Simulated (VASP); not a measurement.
Crystal: B2AsN.

```
CELL_PARAMETERS angstrom
2.83929 0.00000 0.00000
0.00000 2.83929 0.00000
0.00000 0.00000 4.01536
ATOMIC_POSITIONS crystal
N 0.00000 0.00000 0.00000
B 0.00000 0.50000 0.75000
B 0.50000 0.00000 0.25000
As 0.50000 0.50000 0.50000
```

The cell was built by a generator and needn't be a form met in nature.

- Program: VASP 6.6.1
- Task: relaxation of cell and atoms
- Functional: PBE
- Potentials or basis: VASP PAW PBE potentials, release 64 (N, B, As)
- Cutoff: 600 eV
- k mesh: 8 × 8 × 6
- Occupations: fermi-dirac, width 0.02 eV
- Spin: no spin polarisation

At the start: pressure 80.9 GPa; volume 8.09 Å³/atom.

Where does the relaxation end?

Over 12 steps the energy falls by 845.5 meV/atom and the volume is 9.68 Å³/atom (+19.6 %); space group P-4m2 (No. 115, to 0.05 Å).

Step by step:
```
step  energy change (eV)  largest force (eV/Å)  pressure (GPa)  volume (Å³)
   1              0.0000               10.4151           80.92        32.37
   2              0.8608                2.9061          -31.10        55.53
   3             -3.3044                0.8355           -8.00        40.26
   4             -3.3549                0.2855           -3.78        39.48
   5             -3.3653                0.1337           -0.52        38.93
   6             -3.3647                0.0237           -1.40        39.07
   7             -3.3800                0.1108           -1.02        38.90
   8             -3.3810                0.1533           -0.88        38.84
   9             -3.3816                0.0726            0.88        38.56
  10             -3.3821                0.0174            0.17        38.67
  11             -3.3821                0.0201            0.16        38.67
  12             -3.3821                0.0006           -0.02        38.71
```

Final structure:
```xyz
4
Lattice="2.9986 0.0000 0.0000 0.0000 2.9986 0.0000 0.0000 0.0000 4.3056" Properties=species:S:1:pos:R:3 pbc="T T T"
N     0.0000    0.0000    4.3056
B     0.0000    1.4993    3.4609
B     1.4993    0.0000    0.8447
As    1.4993    1.4993    2.1528
```

Caveat: the volume moved by over 15 % at a fixed basis, so the end points are rough.
